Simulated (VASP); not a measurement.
An input for Ansatz (written as the equivalent of a VASP run, and not itself run):

Ansatz 0.2 input:
```yaml
crystal:
  lattice:
    - [1.7772110, 1.0260740, 5.3880090]
    - [-1.7772110, 1.0260740, 5.3880090]
    - [0.0000000, -2.0521460, 5.3880090]
  atoms:
    - { symbol: Mn, position: [0.0000000, 0.0000000, 0.0000000], spin: 4 }
    - { symbol: Se, position: [0.2520000, 0.2520000, 0.2520000] }
    - { symbol: Se, position: [0.7480000, 0.7480000, 0.7480000] }
kpoints:
  mp_grid: { grid: [4, 4, 4] }
hamiltonian:
  xc: pbe
  pseudopotentials: { kind: paw }
magnetization: { spin_polarized: true }
scf:
  occupations: { method: fermi_dirac, width: 0.136 }
  max_iter: 100
output: { forces: true, stress: true, eigenvalues: true }
```

Problem. Write the VASP files for the same calculation (PBE).

Solution. This is not unique; one that fits is 
POSCAR:
```
MnSe2
1
    1.7772110000     1.0260740000     5.3880090000
   -1.7772110000     1.0260740000     5.3880090000
    0.0000000000    -2.0521460000     5.3880090000
Mn Se
1 2
Direct
  0.0000000000   0.0000000000   0.0000000000
  0.2520000000   0.2520000000   0.2520000000
  0.7480000000   0.7480000000   0.7480000000
```

INCAR:
```
LREAL = .False.   ! projection in real space or not
ISIF = 2
ISPIN = 2
SYSTEM = MnSe2
LWAVE = .False.
GGA = PE   ! PBE
LCHARG = .False.
ENCUT = 300   ! plane-wave cut-off (eV)
SIGMA = 0.136   ! width (eV)
NELM = 100   ! most electronic steps
ALGO = Normal   ! blocked Davidson
MAGMOM = 4.0 0.0 0.0
LMAXMIX = 4
LASPH = .True.
EDIFF = 1E-6
PREC = Accurate
LORBIT = 11   ! lm-projected
ISMEAR = -1   ! Fermi-Dirac
```

File KPOINTS:
```
Automatic mesh
0
Gamma
4 4 4
0 0 0
```

POTCAR, in this order: Mn_pv Se (PBE.64 set). Program: vasp_std.

Limits of the translation: each code has its own PAW files, so the cut-off isn't converted (ENCUT is set for VASP's; basis.ecutwfc is left out, and Ansatz then takes the one that its files recommend); Ansatz stops its SCF on the density residual and VASP on the energy change (EDIFF).

The structure was generated: MnSe2 was put into an ordered model structure, which need not be its known phase. The cell was not relaxed at this level, and its volume differs by -5.9 % from the start's. The k-mesh is coarse (spacing up to 0.52 per Å, 2π included), so the numbers may not be converged in it.
